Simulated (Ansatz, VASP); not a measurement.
# SbP in two plane-wave programs, part 2 of 2

One calculation is typed for both programs; each brings its own data sets. How far apart do they land? The cell is generated by rule, not measured, and may not be a known phase. The cell is taken from a series of runs on this material, whose earlier steps may have relaxed, scaled, displaced or heated it; both programs get it as it stands.

VASP 6.6.1 and Ansatz 0.2.0.

So far. Step 5 (Ansatz: single point, LDA, pair 2): The run ends at a pressure of -4.07 GPa, with forces up to 0.74 eV/Å.

## (6) VASP: single point, LDA, pair 2

Level of this step: LDA; plane waves and PAW (Sb, P); invented cell (VASP).

The same cell, functional (in two slightly different forms), mesh and smearing now go to VASP, with its own data sets.

File INCAR:

```
SYSTEM = SbP
PREC = Accurate
ENCUT = 500
EDIFF = 1E-06
NELM = 120
ISMEAR = 1
SIGMA = 0.15
LREAL = .FALSE.
ALGO = Normal
GGA = PW92
NBANDS = 28
LORBIT = 11
LWAVE = .FALSE.
LCHARG = .FALSE.
ISIF = 2
LASPH = .TRUE.
GGA_COMPAT = .FALSE.
KPAR = 2
```

File POSCAR:

```
SbP
1.0
    0.0000000000      3.0787780828      3.0787780828
   -6.1575561657      0.0000000000      0.0000000000
    0.0000000000     -6.1575561657      6.1575561657
Sb P
4 4
Direct
    0.0000000000      0.0000000000      0.9653109496
    0.0000000000      0.0000000000      0.5346890504
    0.5000000000      0.4230840577      0.2500000000
    0.5000000000      0.5769159423      0.7500000000
    0.5000000000      0.7500000000      0.0541873368
    0.5000000000      0.7500000000      0.4458126632
    0.0000000000      0.1525587451      0.2500000000
    0.0000000000      0.3474412549      0.7500000000
```

File KPOINTS:

```
Automatic mesh
0
Gamma
8 6 4
0 0 0
```

The projector-augmented-wave data sets are Sb and P (LDA family, release 64).

Run with:

```bash
$ mpirun -np 2 vasp_std
```

Numbers of over 12 decimals in the logs are rounded to 6 here.

Log:

```text
[banner, memory and clock lines left out]
running    2 mpi-ranks, on    1 nodes
[...]
[... a notice as in an earlier step ...]

 LDA part: xc-table for (Slater(with rela. corr.)+PW92), standard interpolation
 POSCAR, INCAR and KPOINTS ok, starting setup
[...]
entering main loop
       N       E                     dE             d eps       ncg     rms          rms(c)
DAV:   1     0.190865307813E+03    0.19087E+03   -0.13667E+04  3360   0.110E+03
DAV:   2    -0.206831979537E+02   -0.21155E+03   -0.20616E+03  4140   0.183E+02
DAV:   3    -0.397120863238E+02   -0.19029E+02   -0.18637E+02  4168   0.594E+01
DAV:   4    -0.402348974014E+02   -0.52281E+00   -0.51762E+00  4388   0.104E+01
[...]
DAV:  11    -0.394018553296E+02   -0.16771E-05   -0.12186E-04  4188   0.485E-02    0.386E-02
DAV:  12    -0.394018542010E+02    0.11286E-05   -0.24550E-05  4016   0.213E-02    0.121E-02
DAV:  13    -0.394018536702E+02    0.53082E-06   -0.41726E-06  3532   0.887E-03
   1 F= -.39401854E+02 E0= -.39400687E+02  d E =-.349868E-02
```

From OUTCAR (step 6):

```text
  Total       -4.2488171     -6.5499153     -6.5499153      0.0000000     -0.5751888      0.0000000
  in kB      -29.1577144    -44.9491128    -44.9491128      0.0000000     -3.9472611      0.0000000
  external PRESSURE =     -39.6853133 kB  Pullay stress =       0.0000000 kB

 POSITION                                       TOTAL-FORCE (eV/Angst)
 -----------------------------------------------------------------------------------
      0.00000     -5.94396      5.94396         0.246478      0.027747     -0.027747
      0.00000     -3.29238      3.29238         0.246478     -0.027747      0.027747
     -2.60516     -0.00000      3.07878         0.481275      0.000000      0.000000
     -3.55239     -3.07878      6.15756        -0.765088      0.000000     -0.000000
     -4.61817      1.20573      1.87305         0.000759      0.344245     -0.344245
     -4.61817     -1.20573      4.28451         0.000759     -0.344245      0.344245
     -0.93939     -1.53939      1.53939        -0.631931      0.000000     -0.000000
     -2.13939     -4.61817      4.61817         0.421270      0.000000      0.000000
 -----------------------------------------------------------------------------------
    total drift:                               -0.000487      0.000000     -0.000000

  FREE ENERGIE OF THE ION-ELECTRON SYSTEM (eV)
  ---------------------------------------------------
  free  energy   TOTEN  =       -39.4018536702 eV

  energy  without entropy=      -39.3983549923  energy(sigma->0) =      -39.40068744

[... 2 parts as in an earlier step ...]

[... 1 further part left out ...]
[key lines of the parts left out:]
E-fermi :   4.9088
```

The run ends at a pressure of -3.97 GPa, with forces up to 0.77 eV/Å.

## (7) Differences

What differs besides the data sets and the points named for the pairs above, as far as they apply: the data sets hold 80 valence electrons in Ansatz (on its default PAW (the set named soft_2) files) and 40 in VASP. Total energies have different zeros and are not compared.

Both answers:

| quantity | Ansatz | VASP | difference |
| --- | --- | --- | --- |
| pressure (GPa) | -4.07 | -3.97 | -0.10 |

Forces (eV/Å; atoms numbered as in POSCAR):

| atom | Ansatz x, y, z | VASP x, y, z |
| --- | --- | --- |
| Sb1 | 0.248, 0.005, -0.005 | 0.246, 0.028, -0.028 |
| Sb2 | 0.248, -0.005, 0.005 | 0.246, -0.028, 0.028 |
| Sb3 | 0.461, 0.000, 0.000 | 0.481, 0.000, 0.000 |
| Sb4 | -0.740, 0.000, 0.000 | -0.765, 0.000, 0.000 |
| P5 | 0.004, 0.339, -0.339 | 0.001, 0.344, -0.344 |
| P6 | 0.004, -0.339, 0.339 | 0.001, -0.344, 0.344 |
| P7 | -0.632, 0.000, 0.000 | -0.632, 0.000, 0.000 |
| P8 | 0.408, 0.000, 0.000 | 0.421, 0.000, 0.000 |

The forces differ by 12 meV/Å r.m.s., which is 4.1 % of the r.m.s. force of 0.288 eV/Å (both taken over all components).

## (8) VASP: single point, LDA, pair 3

With cell and atoms fixed, the geometry can't cause a difference; cores, projectors, grids and the points listed under the comparison can.

INCAR is that of step 6.

File POSCAR:

```
SbP
1.0
    0.0000000000     -3.0787780828     -3.0787780828
    0.0000000000      3.0787780828     -3.0787780828
   12.3151123313      0.0000000000      0.0000000000
Sb P
4 4
Direct
    0.5032340150      0.4838885303      0.2500000000
    0.4967659850      0.5161114697      0.7500000000
    0.9838885303      0.0032340150      0.0000000000
    0.0161114697      0.9967659850      0.5000000000
    0.9934616073      0.5065383927      0.8750000000
    0.0065383927      0.4934616073      0.3750000000
    0.5227362928      0.0227362928      0.6250000000
    0.4772637072      0.9772637072      0.1250000000
```

File KPOINTS:

```
Automatic mesh
0
Gamma
8 8 4
0 0 0
```

Run with:

```bash
$ mpirun -np 2 vasp_std
```

Log:

```text
[... set-up lines as in an earlier step ...]
 entering main loop
       N       E                     dE             d eps       ncg     rms          rms(c)
DAV:   1     0.194370399755E+03    0.19437E+03   -0.13759E+04  3528   0.110E+03
DAV:   2    -0.195491408832E+02   -0.21392E+03   -0.20861E+03  4400   0.186E+02
DAV:   3    -0.394195532981E+02   -0.19870E+02   -0.19345E+02  4392   0.599E+01
DAV:   4    -0.400287329302E+02   -0.60918E+00   -0.60186E+00  4564   0.107E+01
[...]
DAV:  11    -0.391611573956E+02    0.45406E-05   -0.15800E-04  4060   0.440E-02    0.197E-02
DAV:  12    -0.391611504092E+02    0.69864E-05   -0.31586E-05  4068   0.224E-02    0.157E-02
DAV:  13    -0.391611504132E+02   -0.40573E-08   -0.34638E-06  3432   0.760E-03
   1 F= -.39161150E+02 E0= -.39155712E+02  d E =-.163140E-01
```

From OUTCAR (step 8):

```text
  Total        0.2438087      0.6556421      0.6576131      0.0000000      0.0000000      0.0000000
  in kB        1.6731493      4.4993757      4.5129022      0.0000000      0.0000000      0.0000000
  external PRESSURE =       3.5618091 kB  Pullay stress =       0.0000000 kB

 POSITION                                       TOTAL-FORCE (eV/Angst)
 -----------------------------------------------------------------------------------
      3.07878     -0.05956     -3.03913         0.015615     -0.129508      0.082085
      9.23633      0.05956     -3.11842         0.015615      0.129508     -0.082085
      0.00000     -3.01922     -3.03913        -0.015615      0.129508      0.082085
      6.15756      3.01922     -3.11842        -0.015615     -0.129508     -0.082085
     10.77572     -1.49913     -4.61817         0.000000      0.027399      0.000000
      4.61817      1.49913     -1.53939         0.000000     -0.027399      0.000000
      7.69695     -1.53939     -1.67939         0.000000      0.000000     -0.112444
      1.53939      1.53939     -4.47817         0.000000      0.000000      0.112444
 -----------------------------------------------------------------------------------
    total drift:                               -0.000000      0.000000     -0.000000

  FREE ENERGIE OF THE ION-ELECTRON SYSTEM (eV)
  ---------------------------------------------------
  free  energy   TOTEN  =       -39.1611504132 eV

  energy  without entropy=      -39.1448363906  energy(sigma->0) =      -39.15571241

[... 3 further parts left out ...]
[key lines of the parts left out:]
E-fermi :   5.1372
```

The run ends at a pressure of 0.36 GPa, with forces up to 0.15 eV/Å.

## (9) Ansatz: single point, LDA, pair 3

The same cell, functional (in two slightly different forms), mesh and smearing now go to Ansatz, which takes its cutoff from its data sets.

The cell is taken from a series of runs on this material, whose earlier steps may have relaxed, scaled, displaced or heated it; both programs get it as it stands.

File input.yaml:

```yaml
crystal:
  lattice:
    - [0.0, -3.0787780828, -3.0787780828]
    - [0.0, 3.0787780828, -3.0787780828]
    - [12.3151123313, 0.0, 0.0]
  atoms:
    - { symbol: Sb, position: [0.503234015, 0.4838885303, 0.25] }
    - { symbol: Sb, position: [0.496765985, 0.5161114697, 0.75] }
    - { symbol: Sb, position: [-0.0161114697, 0.003234015, 0.0] }
    - { symbol: Sb, position: [0.0161114697, -0.003234015, 0.5] }
    - { symbol: P, position: [-0.0065383927, 0.5065383927, 0.875] }
    - { symbol: P, position: [0.0065383927, 0.4934616073, 0.375] }
    - { symbol: P, position: [0.5227362928, 0.0227362928, 0.625] }
    - { symbol: P, position: [0.4772637072, -0.0227362928, 0.125] }
kpoints:
  mp_grid: { grid: [8, 8, 4] }
hamiltonian:
  xc: lda
scf:
  occupations: { method: methfessel_paxton, width: 0.15 }
output:
  forces: true
  stress: true
  eigenvalues: true
```

Run with:

```bash
$ ansatz run input.yaml --threads 4 --pin off --max-ram 7168MiB --backend cpu --events-out ev --progress --plain --runs-dir out
```

Log:

```text
[...]
Crystal: 8 atoms, lattice volume = 233.467 Å³
Basis set: ecut = 420 eV, 4513 PW (Γ)
Bands: 48, of which v1, the nominal top of the filled ones, is band 40 counted from 1 (39 counted from 0)
Symmetry: 4 space group operations
[...]
k-points: 63 of 256 (time reversal used)
[...]
k-point 0: bands = [... 36 lower, 4.5394, 5.9365, 6.1158, 6.2364, 6.2393, 6.4299, 6.4492, 7.3108, ... 4 higher]
  k-point 1: bands = [... 36 lower, 4.8411, 5.9013, 6.0245, 6.0426, 6.2313, 6.5322, 6.5621, 7.1860, ... 4 higher]
  k-point 2: bands = [... 36 lower, 5.4486, 5.4486, 5.9176, 5.9176, 6.4228, 6.4228, 6.8913, 6.8913, ... 4 higher]
  k-point 62: bands = [... 36 lower, 6.5695, 6.5695, 6.6953, 6.6953, 6.8062, 6.8062, 6.9282, 6.9282, ... 4 higher]
[key lines of the parts left out:]
SCF converged after 7 iterations
Free energy (F): -28242.985127 eV
Fermi energy:    6.792488 eV
P = ⅓ Tr σ = 0.2183 GPa (2.183 kbar)
```

The run ends at a pressure of 0.22 GPa, with forces up to 0.15 eV/Å.

## (10) Side by side

What differs besides the data sets and the points named for the pairs above, as far as they apply: the data sets hold 80 valence electrons in Ansatz (on its default PAW (the set named soft_2) files) and 40 in VASP. Total energies have different zeros and are not compared.

The two programs side by side:

| quantity | Ansatz | VASP | difference |
| --- | --- | --- | --- |
| pressure (GPa) | 0.22 | 0.36 | -0.14 |

Forces (eV/Å; atoms numbered as in POSCAR):

| atom | Ansatz x, y, z | VASP x, y, z |
| --- | --- | --- |
| Sb1 | 0.016, -0.123, 0.084 | 0.016, -0.130, 0.082 |
| Sb2 | 0.016, 0.123, -0.084 | 0.016, 0.130, -0.082 |
| Sb3 | -0.016, 0.123, 0.084 | -0.016, 0.130, 0.082 |
| Sb4 | -0.016, -0.123, -0.084 | -0.016, -0.130, -0.082 |
| P5 | 0.000, 0.034, 0.000 | 0.000, 0.027, 0.000 |
| P6 | 0.000, -0.034, 0.000 | 0.000, -0.027, 0.000 |
| P7 | 0.000, 0.000, -0.116 | 0.000, 0.000, -0.112 |
| P8 | 0.000, 0.000, 0.116 | 0.000, 0.000, 0.112 |

The forces differ by 3.6 meV/Å r.m.s., which is 5.0 % of the r.m.s. force of 0.071 eV/Å (both taken over all components).

## (11) Outcome

| Item | Value |
| --- | --- |
| r.m.s. force difference (single point, LDA, pair 1) | 5.5 % of the r.m.s. force |
| r.m.s. force difference (single point, LDA, pair 2) | 4.1 % of the r.m.s. force |
| r.m.s. force difference (single point, LDA, pair 3) | 3.6 meV/Å |

What this shows: The r.m.s. force difference is 5.5 % of the r.m.s. force (single point, LDA, pair 1), beyond the 3 % picked in this series as the mark of a large difference. The data sets hold unlike numbers of valence electrons (80 in Ansatz and 40 in VASP), so part of the differences comes from the potentials. 4 further runs of this series are not shown here. How closely two codes agree says nothing of how well the functional describes the real material.

[Lines on the potential files, build, host, timing and source positions are cut from VASP's logs without a mark.]

[Logs are printed without paths, hosts, clocks, repeated set-up lines and the standing remarks that a program may print on its own settings, such as how far it seeks lower states.]

[Hosts, paths, dates, database ids (printed as entryN), source tags and the programs' standing remarks are cut or masked in the printed files.]
